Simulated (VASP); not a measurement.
Consider the following.

```yaml
crystal:
  lattice:
    - [4.57969, 0.00000, 0.00000]
    - [-2.28984, 3.96612, 0.00000]
    - [0.00000, 0.00000, 7.50417]
  atoms:
    - { symbol: Cd, position: [0.33333, 0.66667, 0.00030] }
    - { symbol: Cd, position: [0.66667, 0.33333, 0.50030] }
    - { symbol: Te, position: [0.33333, 0.66667, 0.37470] }
    - { symbol: Te, position: [0.66667, 0.33333, 0.87470] }
```

The numbers are results of PBEsol GGA, VASP's PBE PAW potentials (set 64) (plane waves; VASP), not measurements. Numerical set-up: 400 eV cut-off, Gaussian smearing of 0.050 eV, potentials Cd Te.

Unless said otherwise, spin-orbit coupling is left out, though it shifts the bands of the heavy elements here.

Predict the band gap (along the path) with the smallest direct gap where there is one.

```
Property                                Value
------------------------------------  -------
band gap (along the path)             0.70 eV
smallest direct gap (along the path)  0.70 eV
```

Total energies compare only between runs with the same potentials, cut-off and functional.

The structure comes from a computed database's CdTe entry (P6_3mc); how it stands against other phases isn't given here. It was relaxed first.
